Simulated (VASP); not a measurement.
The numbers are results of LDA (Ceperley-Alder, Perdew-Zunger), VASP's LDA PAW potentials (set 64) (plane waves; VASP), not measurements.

VASP input:

### INCAR
```
# general
SYSTEM  = Cu
PREC    = Accurate
ENCUT   = 400
LREAL   = .FALSE.
LASPH   = .TRUE.

# electronic loop
EDIFF   = 1E-6
NELM    = 100
ALGO    = Normal
LMAXMIX = 4

# smearing
ISMEAR  = 1
SIGMA   = 0.1

# ions
IBRION  = 2
NSW     = 60
ISIF    = 3
EDIFFG  = -0.01

# output
LWAVE   = .FALSE.
LCHARG  = .FALSE.
```

### KPOINTS
```
Automatic mesh
0
Gamma
16 16 16
0 0 0
```

POSCAR:
```
Cu
1
    0.0000000000     1.7596719189     1.7596719189
    1.7596719189     0.0000000000     1.7596719189
    1.7596719189     1.7596719189    -0.0000000000
Cu
1
Direct
  0.0000000000   0.0000000000   0.0000000000
```

POTCAR, in this order: Cu (LDA.64 set). Program: vasp_std.

**Question.** Predict the energy per atom (σ→0), band gap (on the k-mesh).

**Answer.** 
```yaml
energy per atom (σ→0): -4.710 eV/atom
band gap (on the k-mesh): none (metal, semimetal or under 0.01 eV)
```

### OSZICAR
```
...
DAV:   6    -0.508432363905E+01    0.63955E+00   -0.17370E+01  2756   0.100E+02    0.373E+00
DAV:   7    -0.472759194113E+01    0.35673E+00   -0.25789E+00  2779   0.385E+01    0.627E-01
DAV:   8    -0.471177943926E+01    0.15813E-01   -0.61108E-03  2965   0.129E+00    0.297E-01
DAV:   9    -0.471007651887E+01    0.17029E-02   -0.91177E-03  2908   0.204E+00    0.155E-02
DAV:  10    -0.471008849527E+01   -0.11976E-04   -0.25703E-05  3129   0.862E-02    0.536E-03
DAV:  11    -0.471009031735E+01   -0.18221E-05   -0.72901E-07  1822   0.187E-02    0.467E-04
DAV:  12    -0.471009032439E+01   -0.70463E-08   -0.75148E-08  1418   0.333E-03
   1 F= -.47100903E+01 E0= -.47101078E+01  d E =-.471009E+01
```

The structure comes from a computed database's Cu entry (Fm-3m); how it stands against other phases isn't given here. It was relaxed first. The start is the result of an earlier pass.
